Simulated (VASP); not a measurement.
All values below come from PBEsol GGA, VASP's PBE PAW potentials (set 64) (plane waves; VASP).

VASP input:

INCAR:
```
# general
SYSTEM  = GaAs4B3
PREC    = Accurate
ENCUT   = 520   # plane-wave cut-off (eV)
LREAL   = .FALSE.   # projection in real space or not
LASPH   = .TRUE.

# electronic loop
EDIFF   = 1E-6   # SCF stop (eV)
NELM    = 100   # most electronic steps
ALGO    = Normal   # blocked Davidson
LMAXMIX = 4

# smearing
ISMEAR  = 1
SIGMA   = 0.1   # width (eV)

# functional
GGA     = PS   # PBEsol

# ions
IBRION  = 2   # conjugate gradients
NSW     = 60   # most ionic steps
ISIF    = 3   # ions, shape and volume
EDIFFG  = -0.02

# output
LWAVE   = .FALSE.
LCHARG  = .FALSE.
```

File POSCAR:
```
GaAs4B3
1
   -0.0000000000     2.4760075863     2.4760075863
    2.4760075863    -0.0000000000     2.4760075863
   10.0808264469    10.0808264469    -0.1767961018
Ga As B
1 4 3
Direct
  0.0081936892   0.0081936892   0.9938547331
  0.2112722433   0.2112722433   0.0915458175
  0.2361133631   0.2361133631   0.3229149777
  0.2594067981   0.2594067981   0.5554449015
  0.2832980590   0.2832980590   0.7875264558
  0.9772281090   0.9772281090   0.2670789183
  0.0004634163   0.0004634163   0.4996524378
  0.0240243221   0.0240243221   0.7319817585
```

KPOINTS:
```
Automatic mesh
0
Gamma
10 10 3
0 0 0
```

POTCAR, in this order: Ga_d As B (PBE.64 set). Program: vasp_std.

What VASP printed:

File OSZICAR:
```
       N       E                     dE             d eps       ncg     rms          rms(c)
DAV:   1     0.285530806241E+03    0.28553E+03   -0.18640E+04  4196   0.178E+03
DAV:   2    -0.555714852220E+01   -0.29109E+03   -0.28271E+03  4424   0.396E+02
DAV:   3    -0.446002642155E+02   -0.39043E+02   -0.37525E+02  5048   0.119E+02
DAV:   4    -0.461481633374E+02   -0.15479E+01   -0.15361E+01  5310   0.232E+01
DAV:   5    -0.461758166877E+02   -0.27653E-01   -0.27595E-01  5628   0.297E+00    0.837E+00
DAV:   6    -0.446617291186E+02    0.15141E+01   -0.34774E+00  5116   0.141E+01    0.437E+00
DAV:   7    -0.444497701594E+02    0.21196E+00   -0.93977E-01  5300   0.454E+00    0.151E+00
DAV:   8    -0.444307030110E+02    0.19067E-01   -0.91714E-02  5236   0.179E+00    0.479E-01
DAV:   9    -0.444305925878E+02    0.11042E-03   -0.72625E-03  5198   0.660E-01    0.225E-01
DAV:  10    -0.444306664311E+02   -0.73843E-04   -0.13751E-03  5320   0.205E-01    0.730E-02
DAV:  11    -0.444307518839E+02   -0.85453E-04   -0.23841E-04  4790   0.898E-02    0.227E-02
DAV:  12    -0.444307601489E+02   -0.82651E-05   -0.12230E-05  5626   0.264E-02    0.129E-02
DAV:  13    -0.444307626187E+02   -0.24698E-05   -0.84872E-06  5032   0.187E-02    0.356E-03
DAV:  14    -0.444307627145E+02   -0.95788E-07   -0.89665E-07  2638   0.569E-03
   1 F= -.44430763E+02 E0= -.44430939E+02  d E =-.444308E+02
       N       E                     dE             d eps       ncg     rms          rms(c)
DAV:   1    -0.444354585503E+02   -0.46959E-02   -0.10847E+00  4348   0.577E+00    0.221E-01
DAV:   2    -0.444376709472E+02   -0.22124E-02   -0.32054E-02  5666   0.132E+00    0.102E-01
DAV:   3    -0.444374600227E+02    0.21092E-03   -0.16235E-03  6382   0.314E-01    0.443E-02
DAV:   4    -0.444374233410E+02    0.36682E-04   -0.22074E-04  5182   0.885E-02    0.157E-02
DAV:   5    -0.444374187179E+02    0.46231E-05   -0.18772E-05  5622   0.288E-02    0.668E-03
DAV:   6    -0.444374184463E+02    0.27162E-06   -0.20242E-06  3078   0.991E-03
   2 F= -.44437418E+02 E0= -.44437931E+02  d E =-.665573E-02
       N       E                     dE             d eps       ncg     rms          rms(c)
DAV:   1    -0.444374931897E+02   -0.74472E-04   -0.18961E-02  4338   0.751E-01    0.276E-02
DAV:   2    -0.444375232373E+02   -0.30048E-04   -0.46397E-04  5500   0.149E-01    0.143E-02
DAV:   3    -0.444375185140E+02    0.47233E-05   -0.25897E-05  6480   0.552E-02    0.545E-03
DAV:   4    -0.444375181665E+02    0.34747E-06   -0.53803E-06  4508   0.146E-02
   3 F= -.44437518E+02 E0= -.44438045E+02  d E =-.675545E-02
       N       E                     dE             d eps       ncg     rms          rms(c)
DAV:   1    -0.444420089636E+02   -0.44904E-02   -0.22038E-01  4404   0.337E+00    0.314E-01
DAV:   2    -0.444403409879E+02    0.16680E-02   -0.12133E-02  5840   0.118E+00    0.168E-01
DAV:   3    -0.444393852228E+02    0.95577E-03   -0.24616E-03  6184   0.443E-01    0.412E-02
DAV:   4    -0.444393715441E+02    0.13679E-04   -0.40962E-04  5264   0.146E-01    0.164E-02
DAV:   5    -0.444393675534E+02    0.39907E-05   -0.28659E-05  5750   0.382E-02    0.759E-03
DAV:   6    -0.444393667057E+02    0.84771E-06   -0.38691E-06  4208   0.128E-02
   4 F= -.44439367E+02 E0= -.44439830E+02  d E =-.184854E-02
       N       E                     dE             d eps       ncg     rms          rms(c)
DAV:   1    -0.444394056175E+02   -0.38064E-04   -0.18560E-03  4436   0.306E-01    0.286E-02
DAV:   2    -0.444393918722E+02    0.13745E-04   -0.10092E-04  5836   0.107E-01    0.155E-02
DAV:   3    -0.444393837062E+02    0.81660E-05   -0.20765E-05  6240   0.416E-02    0.386E-03
DAV:   4    -0.444393835069E+02    0.19925E-06   -0.34897E-06  4078   0.138E-02
   5 F= -.44439384E+02 E0= -.44439829E+02  d E =-.186534E-02
       N       E                     dE             d eps       ncg     rms          rms(c)
DAV:   1    -0.444399882860E+02   -0.60458E-03   -0.53847E-02  4752   0.167E+00    0.108E-01
DAV:   2    -0.444400005876E+02   -0.12302E-04   -0.26996E-03  5520   0.525E-01    0.486E-02
DAV:   3    -0.444399460967E+02    0.54491E-04   -0.17239E-04  6008   0.102E-01    0.216E-02
DAV:   4    -0.444399366586E+02    0.94381E-05   -0.36021E-05  5364   0.339E-02    0.654E-03
DAV:   5    -0.444399355967E+02    0.10619E-05   -0.19782E-06  3734   0.131E-02    0.271E-03
DAV:   6    -0.444399355650E+02    0.31665E-07   -0.10083E-06  2752   0.812E-03
   6 F= -.44439936E+02 E0= -.44440371E+02  d E =-.552058E-03
       N       E                     dE             d eps       ncg     rms          rms(c)
DAV:   1    -0.444399392073E+02   -0.36106E-05   -0.37320E-04  4850   0.138E-01    0.890E-03
DAV:   2    -0.444399394444E+02   -0.23717E-06   -0.18884E-05  5504   0.427E-02    0.404E-03
DAV:   3    -0.444399391412E+02    0.30326E-06   -0.95935E-07  2846   0.823E-03
   7 F= -.44439939E+02 E0= -.44440374E+02  d E =-.555634E-03
       N       E                     dE             d eps       ncg     rms          rms(c)
DAV:   1    -0.444400916345E+02   -0.15219E-03   -0.12523E-02  4070   0.645E-01    0.309E-02
DAV:   2    -0.444401116813E+02   -0.20047E-04   -0.41838E-04  5488   0.117E-01    0.150E-02
DAV:   3    -0.444401085704E+02    0.31109E-05   -0.18949E-05  5136   0.294E-02    0.860E-03
DAV:   4    -0.444401073699E+02    0.12005E-05   -0.35258E-06  4744   0.118E-02    0.330E-03
DAV:   5    -0.444401071547E+02    0.21514E-06   -0.49301E-07  2522   0.548E-03
   8 F= -.44440107E+02 E0= -.44440539E+02  d E =-.168014E-03
```

**OUTCAR**
```
------------------------ aborting loop because EDIFF is reached ----------------------------------------
  FORCE on cell =-STRESS in cart. coord.  units (eV):
  Direction    XX          YY          ZZ          XY          YZ          ZX
  --------------------------------------------------------------------------------------
  Total        0.0050128      0.0050128      0.0050128      0.0098655     -0.0098655     -0.0098655
  in kB        0.0641639      0.0641639      0.0641639      0.1262785     -0.1262785     -0.1262785
  external PRESSURE =       0.0641639 kB  Pullay stress =       0.0000000 kB
  volume of cell :      125.17
      direct lattice vectors                 reciprocal lattice vectors
     0.000000000  2.483870438  2.483870438    -0.199919027  0.202678462  0.199919027
     2.483870438  0.000000000  2.483870438     0.202678462 -0.199919027  0.199919027
    10.074538220 10.074538220 -0.139056469     0.049289898  0.049289898 -0.049289898
 POSITION                                       TOTAL-FORCE (eV/Angst)
 -----------------------------------------------------------------------------------
     10.04700     10.04700     -0.11152        -0.000373     -0.000373      0.000373
      1.43595      1.43595      1.04792        -0.007538     -0.007538      0.007538
      3.83440      3.83440      1.13334         0.002758      0.002758     -0.002758
      6.24025      6.24025      1.21136         0.002605      0.002605     -0.002605
      8.64644      8.64644      1.28904         0.006187      0.006187     -0.006187
      5.11080      5.11080      4.82468        -0.001848     -0.001848      0.001848
      5.03171      5.03171     -0.06397        -0.001977     -0.001977      0.001977
      7.43797      7.43797      0.01364         0.000186      0.000186     -0.000186
 -----------------------------------------------------------------------------------
    total drift:                               -0.000109     -0.000109      0.000110
  FREE ENERGIE OF THE ION-ELECTRON SYSTEM (eV)
  ---------------------------------------------------
  free  energy   TOTEN  =       -44.4401071547 eV

  energy  without entropy=      -44.4414033261  energy(sigma->0) =      -44.44053921

 reached required accuracy - stopping structural energy minimisation
```
(Selected blocks of OUTCAR.)

File CONTCAR:
```
GaAs4B3
   1.00000000000000
     0.0000000000000302    2.4838704379775685    2.4838704379775081
     2.4838704379775685    0.0000000000000302    2.4838704379775081
    10.0745382204616654   10.0745382204616654   -0.1390564686515822
  Ga              As              B
     1     4     3
Direct
     0.0054294022715820    0.0054294022715820    0.9959279482963135
     0.2134614331090052    0.2134614331090052    0.0899039251432456
     0.2371563792714669    0.2371563792714669    0.3221327155714038
     0.2593943271098351    0.2593943271098351    0.5554542547426287
     0.2815637861588495    0.2815637861588495    0.7888271604308636
     0.9786476491023971    0.9786476491023971    0.2660142632232049
     0.0010956379180292    0.0010956379180292    0.4991782715864804
     0.0232513851588439    0.0232513851588439    0.7325614612058631
```

The structure was generated: GaAs4B3 was put into an ordered model structure (R3m), which need not be its known phase. This run relaxes it. Symmetry was kept, so distortions that lower it aren't found. The start is the result of an earlier pass.
